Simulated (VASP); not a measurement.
A convergence study with VASP on Mg3Sb2 (a-la2o3): one setting is varied, all else stays as given below, so the limit is that of these other settings.

```
CELL_PARAMETERS angstrom
      2.28000    -3.94908     0.00000
      2.28000     3.94908     0.00000
      0.00000     0.00000     7.23000
ATOMIC_POSITIONS crystal
  Mg 0.00000 0.00000 0.00000
  Mg 0.33333 0.66667 0.63400
  Mg 0.66667 0.33333 0.36600
  Sb 0.33333 0.66667 0.22800
  Sb 0.66667 0.33333 0.77200
```

Level of theory: PBE GGA, VASP's PBE PAW potentials (set 64) (plane waves; VASP 6.6.1). The tightest run used: 550 eV cut-off, 10×10×7 Monkhorst-Pack mesh, Gaussian smearing of 0.050 eV, potentials Mg Sb.

Q: The settings run are 1×1×1 mesh; 2×2×1 mesh; 3×3×2 mesh; 4×4×3 mesh; 5×5×3 mesh; 6×6×4 mesh; 7×7×5 mesh; 8×8×5 mesh; 9×9×6 mesh; 10×10×7 mesh. From which on does the energy per atom stay within 0.002 eV/atom of the tightest run?

A: From 6×6×4 mesh on: it is off by 0.0007 there and by no more than 0.002 in any finer run, while 5×5×3 mesh is off by 0.0113.
```
setting       E (eV/atom)  pressure (GPa)  largest force (eV/Å)  irreducible k-points  difference judged (eV/atom)
------------  -----------  --------------  --------------------  --------------------  ---------------------------
1×1×1 mesh        -0.2171           12.82                 0.919                     1                       2.7099
2×2×1 mesh        -3.0465            0.75                 0.278                     2                       0.1195
3×3×2 mesh        -2.8378            1.42                 0.117                     4                       0.0892
4×4×3 mesh        -2.9321            1.12                 0.152                    16                       0.0052
5×5×3 mesh        -2.9156            1.16                 0.143                    12                       0.0113
6×6×4 mesh        -2.9276            1.15                 0.154                    42                       0.0007
7×7×5 mesh        -2.9256            1.15                 0.154                    32                       0.0013
8×8×5 mesh        -2.9270            1.15                 0.154                    92                       0.0001
9×9×6 mesh        -2.9267            1.15                 0.155                    57                       0.0002
10×10×7 mesh      -2.9269            1.15                 0.155                   195                       0.0000
```

Left out are rungs that failed or repeat a setting and relaxations that didn't move; long series are thinned to 24 rows.

The compound is Mg3Sb2 in the a-la2o3 structure. The cell was not relaxed at this level, forces remain on its atoms.
